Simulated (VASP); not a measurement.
Consider the following.

```
CELL_PARAMETERS angstrom
     -2.96312     2.96312     1.61388
      2.96312    -2.96312     1.61388
      2.96312     2.96312    -1.61388
ATOMIC_POSITIONS crystal
  Sn 0.25000 0.75000 0.50000
  Sn 0.00000 0.00000 0.00000
```

Calculation: PBE GGA, VASP's PBE PAW potentials (set 64) (plane waves; VASP). Numerical set-up: 480 eV cut-off, 12×12×12 Γ-centred mesh, first-order Methfessel-Paxton smearing of 0.10 eV, potentials Sn_d.

Energy and stress use the plane-wave basis of the starting cell.

The ions, cell shape and volume at an external pressure of 5.0 GPa are relaxed. Predict the relaxed structure.

```
CELL_PARAMETERS angstrom
     -2.88725     2.88725     1.56129
      2.88725    -2.88725     1.56129
      2.88725     2.88725    -1.56129
ATOMIC_POSITIONS crystal
  Sn 0.25000 0.75000 0.50000
  Sn 0.00000 0.00000 0.00000
```
Space group I4_1/amd (141), at a tolerance of 0.03 Å.

How do energy and volume change from the first to the last step?

The energy (σ→0) changes by +33.5 meV/atom and the volume by -8.1 %, in 8 ionic steps.

The compound is Sn in the beta structure. This run relaxes it under an external pressure of 5 GPa. Symmetry was kept, so distortions that lower it aren't found.
